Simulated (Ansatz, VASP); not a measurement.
# Cross-check of In3Sb3H4 (InSb wire along [110], 24 atoms a period, H-terminated) between VASP and Ansatz

Aim: how closely do two programs agree when they are given the same cell, functional and k mesh? The cell is taken from a series of runs on this material, whose earlier steps may have relaxed, scaled, displaced or heated it; both programs get it as it stands.

Program: Ansatz 0.2.0. Level of theory: plane waves, with VASP 6.6.1 beside it; PBE. Results are calculated unless marked as measured.

### 1. Starting point

The cell holds 40 atoms: 16 H, 12 In and 12 Sb. Its edges and angles: a = 23.756 Å, b = 21.427 Å, c = 4.760 Å, α = 90.0°, β = 90.0°, γ = 90.0°. Vacuum lies along a and b. The structure's axis is c.

### 2. VASP: single point, PBE

With cell and atoms fixed, the geometry can't cause a difference; cores, projectors, grids and the points listed under the comparison can.

Lines of VASP's logs that name or quote its potential files are left out, and so is its time.

INCAR reads:

```
SYSTEM = In3Sb3H4
PREC = Accurate
ENCUT = 400
EDIFF = 1E-06
NELM = 120
ISMEAR = -1
SIGMA = 0.05
LREAL = Auto
ALGO = Normal
GGA = PE
NBANDS = 144
LORBIT = 11
LWAVE = .FALSE.
LCHARG = .FALSE.
ISIF = 2
LASPH = .TRUE.
GGA_COMPAT = .FALSE.
EFERMI = MIDGAP
KPAR = 4
```

POSCAR reads:

```
In3Sb3H4
1.0
   23.7560000000      0.0000000000      0.0000000000
    0.0000000000     21.4270000000      0.0000000000
    0.0000000000      0.0000000000      4.7598593670
H In Sb
16 12 12
Direct
    0.1763368260      0.5395278220      0.0000000000
    0.4280073360      0.1496523980      0.0000000000
    0.4344734440      0.8273276730      0.0000000000
    0.7056334900      0.8337218630      0.0000000000
    0.2222051570      0.6588890450      0.2339781220
    0.7879124900      0.6661459230      0.3284225660
    0.2894037570      0.2565880780      0.5000000000
    0.2795272450      0.8413634950      0.5000000000
    0.5587837320      0.8436943900      0.5000000000
    0.5768507420      0.1693523030      0.5000000000
    0.8488330240      0.3829567480      0.5000000000
    0.8572082090      0.5020835600      0.5000000000
    0.7879124900      0.6661459230      0.6715774340
    0.2222051570      0.6588890450      0.7660218780
    0.1321002520      0.4037974330      0.0000000000
    0.7169539160      0.2823731160      0.0000000000
    0.1862623430      0.4585196650      0.0000000000
    0.4679046800      0.6568333950      0.0000000000
    0.4652253030      0.4392610390      0.0000000000
    0.7564499020      0.6697680240      0.0000000000
    0.7363035190      0.4546541070      0.0000000000
    0.3245517760      0.3282386720      0.5000000000
    0.3287523080      0.5350367950      0.5000000000
    0.3251166630      0.7779215300      0.5000000000
    0.6008855160      0.3366862370      0.5000000000
    0.6053509080      0.5557084800      0.5000000000
    0.6021893580      0.7779423620      0.5000000000
    0.4609640420      0.2222928910      0.0000000000
    0.3967643520      0.5492956800      0.0000000000
    0.6743354900      0.5659942860      0.0000000000
    0.2706192910      0.6568633040      0.5000000000
    0.2532415120      0.4348715350      0.5000000000
    0.5301464410      0.2305794230      0.5000000000
    0.5356030480      0.6648529690      0.5000000000
    0.5348687660      0.4467028590      0.5000000000
    0.8054829060      0.4467056720      0.5000000000
    0.3946129790      0.3323246200      0.0000000000
    0.3919755720      0.7626760520      0.0000000000
    0.6700645120      0.3434517010      0.0000000000
    0.6692653180      0.7643055210      0.0000000000
```

KPOINTS reads:

```
Automatic mesh
0
Gamma
1 1 17
0 0 0
```

PAW data sets: H, In_d and Sb (PBE family, release 64).

Run with:

```sh
$ mpirun -np 4 vasp_std
```

Numbers of over 12 decimals in the logs are rounded to 6 here.

Output:

```text
[banner, memory and clock lines left out]
running    4 mpi-ranks, on    1 nodes
[...]
LDA part: xc-table for (Slater+PW92), standard interpolation
 POSCAR, INCAR and KPOINTS ok, starting setup
[...]
entering main loop
       N       E                     dE             d eps       ncg     rms          rms(c)
DAV:   1     0.168104094187E+04    0.16810E+04   -0.77804E+04  3224   0.105E+03
DAV:   2     0.315340379898E+02   -0.16495E+04   -0.16156E+04  2976   0.295E+02
DAV:   3    -0.126992928604E+03   -0.15853E+03   -0.15748E+03  3040   0.131E+02
DAV:   4    -0.134333746598E+03   -0.73408E+01   -0.73157E+01  3120   0.319E+01
[...]
DAV:  26    -0.128767979478E+03   -0.16512E-04   -0.38201E-07  1808   0.163E-03    0.274E-03
DAV:  27    -0.128768006425E+03   -0.26947E-04   -0.16884E-06  2144   0.194E-03    0.424E-03
DAV:  28    -0.128768007357E+03   -0.93114E-06   -0.66939E-08  1976   0.976E-04
   1 F= -.12876801E+03 E0= -.12876787E+03  d E =-.267966E-03
```

OUTCAR, selected parts (step 2):

```text
  Total       -0.7195838     -0.5328249     -0.9837241     -0.0193636      0.0000000      0.0000000
  in kB       -0.4758424     -0.3523435     -0.6505116     -0.0128047      0.0000000      0.0000000
  external PRESSURE =      -0.4928992 kB  Pullay stress =       0.0000000 kB

 POSITION                                       TOTAL-FORCE (eV/Angst)
 -----------------------------------------------------------------------------------
      4.18906     11.56046      0.00000         0.002746     -0.013579      0.000000
     10.16774      3.20660      0.00000         0.005053      0.008361      0.000000
     10.32135     17.72715      0.00000         0.057425      0.081855      0.000000
     16.76303     17.86416      0.00000         0.050255      0.087197      0.000000
      5.27871     14.11802      1.11370        -0.074356      0.003970     -0.071666
     18.71765     14.27351      1.56325        -0.005935     -0.001286     -0.007273
      6.87508      5.49791      2.37993         0.002079      0.006546      0.000000
      6.64045     18.02790      2.37993         0.004494     -0.007313      0.000000
     13.27447     18.07784      2.37993         0.003202     -0.006507      0.000000
     13.70367      3.62871      2.37993         0.064413     -0.076853      0.000000
     20.16488      8.20561      2.37993         0.067991     -0.078765      0.000000
     20.36384     10.75814      2.37993         0.077231      0.067748      0.000000
     18.71765     14.27351      3.19661        -0.005935     -0.001286      0.007273
      5.27871     14.11802      3.64616        -0.074356      0.003970      0.071666
[...]
-----------------------------------------------------------------------------------
    total drift:                                0.021688     -0.009954     -0.000005

  FREE ENERGIE OF THE ION-ELECTRON SYSTEM (eV)
  ---------------------------------------------------
  free  energy   TOTEN  =      -128.7680073565 eV

  energy  without entropy=     -128.7677393905  energy(sigma->0) =     -128.76787337

[... 3 further parts left out ...]
[key lines of the parts left out:]
E-fermi :  -1.0888
```

### 3. Ansatz: single point, PBE

Ansatz runs on its PAW soft_1 files.

The same cell, functional, mesh and smearing now go to Ansatz, which takes its cutoff from its data sets.

input.yaml reads:

```yaml
crystal:
  lattice:
    - [23.756, 0.0, 0.0]
    - [0.0, 21.427, 0.0]
    - [0.0, 0.0, 4.759859367]
  atoms:
    - { symbol: H, position: [0.176336826, 0.539527822, 0.0] }
    - { symbol: In, position: [0.186262343, 0.458519665, 0.0] }
    - { symbol: Sb, position: [0.396764352, 0.54929568, 0.0] }
    - { symbol: H, position: [0.428007336, 0.149652398, 0.0] }
    - { symbol: H, position: [0.434473444, 0.827327673, 0.0] }
    - { symbol: In, position: [0.46790468, 0.656833395, 0.0] }
    - { symbol: In, position: [0.465225303, 0.439261039, 0.0] }
    - { symbol: Sb, position: [0.67433549, 0.565994286, 0.0] }
    - { symbol: H, position: [0.70563349, 0.833721863, 0.0] }
    - { symbol: In, position: [0.756449902, 0.669768024, 0.0] }
    - { symbol: In, position: [0.736303519, 0.454654107, 0.0] }
    - { symbol: H, position: [0.222205157, 0.658889045, 0.233978122] }
    - { symbol: H, position: [0.78791249, 0.666145923, 0.328422566] }
    - { symbol: Sb, position: [0.270619291, 0.656863304, 0.5] }
    - { symbol: Sb, position: [0.253241512, 0.434871535, 0.5] }
    - { symbol: H, position: [0.289403757, 0.256588078, 0.5] }
    - { symbol: H, position: [0.279527245, 0.841363495, 0.5] }
    - { symbol: In, position: [0.324551776, 0.328238672, 0.5] }
    - { symbol: In, position: [0.328752308, 0.535036795, 0.5] }
    - { symbol: In, position: [0.325116663, 0.77792153, 0.5] }
    - { symbol: Sb, position: [0.530146441, 0.230579423, 0.5] }
    - { symbol: Sb, position: [0.535603048, 0.664852969, 0.5] }
    - { symbol: Sb, position: [0.534868766, 0.446702859, 0.5] }
    - { symbol: H, position: [0.558783732, 0.84369439, 0.5] }
    - { symbol: H, position: [0.576850742, 0.169352303, 0.5] }
    - { symbol: In, position: [0.600885516, 0.336686237, 0.5] }
    - { symbol: In, position: [0.605350908, 0.55570848, 0.5] }
    - { symbol: In, position: [0.602189358, 0.777942362, 0.5] }
    - { symbol: Sb, position: [0.805482906, 0.446705672, 0.5] }
    - { symbol: H, position: [0.848833024, 0.382956748, 0.5] }
    - { symbol: H, position: [0.857208209, 0.50208356, 0.5] }
    - { symbol: H, position: [0.78791249, 0.666145923, 0.671577434] }
    - { symbol: H, position: [0.222205157, 0.658889045, 0.766021878] }
    - { symbol: H, position: [0.132100252, 0.403797433, 0.0] }
    - { symbol: Sb, position: [0.394612979, 0.33232462, 0.0] }
    - { symbol: Sb, position: [0.391975572, 0.762676052, 0.0] }
    - { symbol: In, position: [0.460964042, 0.222292891, 0.0] }
    - { symbol: Sb, position: [0.670064512, 0.343451701, 0.0] }
    - { symbol: Sb, position: [0.669265318, 0.764305521, 0.0] }
    - { symbol: H, position: [0.716953916, 0.282373116, 0.0] }
kpoints:
  mp_grid: { grid: [1, 1, 17] }
  band_path: { path: ["Γ", Z], npoints: 90 }
scf:
  occupations: { method: fermi_dirac, width: 0.05 }
hamiltonian:
  xc: pbe
  pseudopotentials: { kind: paw, azcp: { folder: soft_1 } }
output:
  dos: { e_range: [-5, 4] }
  write_potential: true
  write_density: true
  volumetric_format: npy
```

Run with:

```sh
$ ansatz run input.yaml --threads 4 --pin off --max-ram 16384MiB --backend cpu --events-out ev --progress --plain --runs-dir out
```

Output:

```text
Engine: ansatz 0.2.0, x86_64-unknown-linux-gnu
Pseudopotentials: kind: paw
Pseudopotential: H, paw, valence charge 1, recommended cutoff 420 eV (normal), soft_1/H.paw.azcp
Pseudopotential: In, paw, valence charge 13, recommended cutoff 420 eV (normal), soft_1/In.paw.azcp
Pseudopotential: Sb, paw, valence charge 15, recommended cutoff 420 eV (normal), soft_1/Sb.paw.azcp
Functional definition: PBE
  parameter kappa = 0.804
  parameter beta = 0.066725
  exchange = pbe_x(kappa = kappa, mu = beta*pi^2/3)
  correlation = pbe_c(beta = beta)
Crystal: 40 atoms, lattice volume = 2422.863 Å³
Basis set: ecut = 420 eV, 47235 PW (Γ)
Bands: 216, of which v1, the nominal top of the filled ones, is band 176 counted from 1 (175 counted from 0)
Symmetry: 2 space group operations
Space group: Pm (ITA 6), of the structure as read, at distance tolerance 1.3e-4 Å
k-points: 9 of 17
Non-local potential: H, projectors of the file, l = 0: 2, l = 1: 1
Non-local potential: In, projectors of the file, l = 0: 2, l = 1: 2, l = 2: 2, l = 3: 1
Non-local potential: Sb, projectors of the file, l = 0: 2, l = 1: 2, l = 2: 2, l = 3: 1
PAW form: soft (Blöchl's): semilocal exchange-correlation on the pseudo side does not see the compensation charge
PAW one-centre angular grid: H, 110 points (default); XC on 64 Gauss nodes
PAW one-centre angular grid: In, 590 points (default); XC on 64 Gauss nodes
PAW one-centre angular grid: Sb, 590 points (default); XC on 64 Gauss nodes
Initial density: superposition of atomic densities (neutral atoms: chi_scale 0, normalization atom)
Initial wavefunctions: pseudopotential atomic-orbital guess
Functional: x = pbe(κ = 0.804, μ = 0.219515), c = pbe(β = 0.066725)
SCF iter   1: F=—  HF=-145243.742179 eV  |F-HF|=—  |Δ(HF+E_count)|=         —  Δρ=2.61e-2  dr2=1.98e1  ethr=3.10e-3  ⟨swp⟩=6.6  Hψ=8211  notcnv=0  defer=101
preconditioner: auto → Resta (q_TF=auto, 1.978 Å⁻¹)  ε∞=1.8  [insulator: Δε(μ)=0.891 eV  Ē_g=12.543 eV  σ=0.050 eV  W_gap=1.00  n_scr=340 (ndim 8)  ℏωp=11.5 eV  f_vac=0.537  D(μ)=0.00/eV (n_scr^D=0)  ε∞_Penn≈1.8  vacuum switching on, ρ_ref=1.1e-2 e/Å³]
SCF iter   2: F=—  HF=-145238.956086 eV  |F-HF|=—  |Δ(HF+E_count)|=    4.79e0  Δρ=1.02e-2  dr2=4.30e0  ethr=3.10e-3  ⟨swp⟩=3.0  Hψ=3229  notcnv=0  defer=275
SCF iter   3: F=—  HF=-145238.590629 eV  |F-HF|=—  |Δ(HF+E_count)|=   3.65e-1  Δρ=5.24e-3  dr2=2.90e0  ethr=1.22e-3  ⟨swp⟩=3.2  Hψ=3125  notcnv=0  defer=255
SCF iter   4: F=—  HF=-145238.217688 eV  |F-HF|=—  |Δ(HF+E_count)|=   3.73e-1  Δρ=1.85e-3  dr2=3.57e-1  ethr=8.23e-4  ⟨swp⟩=4.1  Hψ=3736  notcnv=0  defer=263
SCF iter   5: F=—  HF=-145238.189764 eV  |F-HF|=—  |Δ(HF+E_count)|=   2.79e-2  Δρ=7.74e-4  dr2=5.48e-2  ethr=1.01e-4  ⟨swp⟩=3.7  Hψ=2290  notcnv=0  defer=263
SCF iter   6: F=—  HF=-145238.186663 eV  |F-HF|=—  |Δ(HF+E_count)|=   3.10e-3  Δρ=3.93e-4  dr2=5.77e-3  ethr=1.56e-5  ⟨swp⟩=2.3  Hψ=2249  notcnv=0  defer=258
SCF iter   7: F=—  HF=-145238.188097 eV  |F-HF|=—  |Δ(HF+E_count)|=   1.43e-3  Δρ=1.82e-4  dr2=1.21e-3  ethr=1.64e-6  ⟨swp⟩=2.0  Hψ=2767  notcnv=0  defer=258
SCF iter   8: F=—  HF=-145238.188647 eV  |F-HF|=—  |Δ(HF+E_count)|=   5.50e-4  Δρ=6.62e-5  dr2=2.67e-4  ethr=3.44e-7  ⟨swp⟩=2.0  Hψ=2144  notcnv=0  defer=258
SCF iter   9: F=—  HF=-145238.188767 eV  |F-HF|=—  |Δ(HF+E_count)|=   1.20e-4  Δρ=2.42e-5  dr2=3.09e-5  ethr=7.58e-8  ⟨swp⟩=2.0  Hψ=2160  notcnv=0  defer=258
SCF iter  10: F=—  HF=-145238.189047 eV  |F-HF|=—  |Δ(HF+E_count)|=   2.80e-4  Δρ=1.16e-5  dr2=8.21e-6  ethr=8.78e-9  ⟨swp⟩=2.0  Hψ=2342  notcnv=0  defer=258
SCF iter  11: F=—  HF=-145238.189051 eV  |F-HF|=—  |Δ(HF+E_count)|=   3.93e-6  Δρ=6.27e-6  dr2=3.43e-6  ethr=2.33e-9  ⟨swp⟩=2.0  Hψ=2096  notcnv=0  defer=258
SCF iter  12: F=—  HF=-145238.189052 eV  |F-HF|=—  |Δ(HF+E_count)|=   6.61e-7  Δρ=2.78e-6  dr2=2.51e-7  ethr=9.75e-10  ⟨swp⟩=2.0  Hψ=2016  notcnv=0  defer=258
SCF iter  13: F=-145238.189052 eV  HF=-145238.189052 eV  |F-HF|=1.18e-8  |Δ(HF+E_count)|=   2.98e-7  Δρ=1.06e-6  dr2=8.02e-8  ethr=2.84e-11  ⟨swp⟩=14.8  Hψ=9484  notcnv=0
SCF 1 converged in 13 iterations: F = -145238.189052 eV  dr2 = 8.02e-8
  greatest PAW one-centre occupation: 0.995 electrons in one spin orbital (limit 2), on the Sb atom at site 28 (counted from 0), in its partial waves of l = 2
NSCF: frozen V_eff on 91 k-points
[...]
--- Band table (eV; the first three rows and the last of 9) ---
  k-point 0: bands = [... 172 lower, -1.0437, -1.0210, -0.7971, -0.5636, 0.0302, 0.2769, 0.3907, 0.5404, ... 36 higher]
  k-point 1: bands = [... 172 lower, -1.2063, -1.0377, -0.8453, -0.6771, 0.1914, 0.4445, 0.5393, 0.6952, ... 36 higher]
  k-point 2: bands = [... 172 lower, -1.2811, -1.1822, -0.9067, -0.8476, 0.5143, 0.7964, 0.8511, 0.9998, ... 36 higher]
  k-point 8: bands = [... 172 lower, -1.7281, -1.6595, -1.6068, -1.4846, 0.8046, 0.8561, 1.1736, 1.1840, ... 36 higher]
```

In the SCF lines HF is the Harris–Foulkes energy and dr2 the Hartree energy of the density residual, in eV; the loop may stop once dr2 is under the threshold and the program's other checks hold. Hψ counts applications of the Hamiltonian.

### 4. Comparison

Known differences besides the potentials themselves: the data sets hold 352 valence electrons in Ansatz (on its PAW soft_1 files) and 232 in VASP; the cutoff is 420 eV in Ansatz and 400 eV in VASP (PREC = Accurate, projectors in real space). Total energies have different zeros and are not compared.

Both answers:

```csv
quantity,Ansatz,VASP,difference
gap on the k mesh (eV),0.594,0.592,+0.002
```

A gap on the mesh is an upper bound, since the band edges may lie between its points.

### 5. Summary of results

* difference in gap on the k mesh (single point, PBE): 0.0023 eV

In words: The difference in gap on the k mesh is 0.0023 eV (single point, PBE), within the 0.08 eV picked in this series as the mark of a large difference. The data sets hold unlike numbers of valence electrons (352 in Ansatz and 232 in VASP), so part of the differences may come from the potentials. How closely two codes agree says nothing of how well the functional describes the real material.

[Lines on the potential files, build, host, timing and source positions are cut from VASP's logs without a mark.]

[Logs are printed without paths, hosts, clocks, repeated set-up lines and the standing remarks that a program may print on its own settings, such as how far it seeks lower states.]

[Hosts, paths, dates, database ids (printed as entryN), source tags and the programs' standing remarks are cut or masked in the printed files.]
